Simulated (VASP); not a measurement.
NbSn:

```
Nb Sn
1.0
     4.05436    0.00000    0.00000
    -2.02718    3.51118    0.00000
     0.00000    0.00000    5.56227
Nb Sn
2 2
Cartesian
  0.0000 0.0000 0.0000
  0.0000 0.0000 2.7811
  0.0000 2.3408 1.3906
  2.0272 1.1704 4.1717
```

The cell was built by a generator and needn't be a form met in nature.

```yaml
Program: VASP 6.6.1
Task: relaxation of cell and atoms
Functional: PBEsol
Potentials_or_basis: VASP PAW PBE potentials, release 64 (Nb_sv, Sn_d)
Cutoff: 600 eV
k_mesh: 8 × 8 × 5
Occupations: methfessel-paxton, width 0.1 eV
Spin: no spin polarisation
```

At the start: pressure 21.6 GPa; volume 19.80 Å³/atom.

**Question.** Where does the relaxation end?

**Answer.** Over 11 steps the energy falls by 221.6 meV/atom and the volume is 22.42 Å³/atom (+13.3 %); space group P6_3/mmc (No. 194, to 0.05 Å).

The path:
```
step  energy change (eV)  largest force (eV/Å)  pressure (GPa)  volume (Å³)
   1              0.0000                0.0000           21.57        79.18
   2              0.6080                0.0000          -16.27       113.65
   3             -0.7899                0.0000           -1.66        92.13
   4             -0.7923                0.0000           -0.85        91.50
   5             -0.7923                0.0000           -0.52        91.24
   6             -0.8520                0.0000           -0.40        90.62
   7             -0.8852                0.0000            0.44        89.24
   8             -0.8862                0.0000            0.32        89.42
   9             -0.8863                0.0000            0.27        89.49
  10             -0.8859                0.0000           -0.50        90.05
  11             -0.8865                0.0000            0.00        89.69
```

Final structure:
```
Nb Sn
1.0
     4.06440    0.00000    0.00000
    -2.03220    3.51987    0.00000
     0.00000    0.00000    6.26948
Nb Sn
2 2
Direct
  0.00000 0.00000 0.00000
  0.00000 0.00000 0.50000
  0.33333 0.66667 0.25000
  0.66667 0.33333 0.75000
```

Caveat: the PAW data sets were made with another functional, which shifts forces and pressure a little.
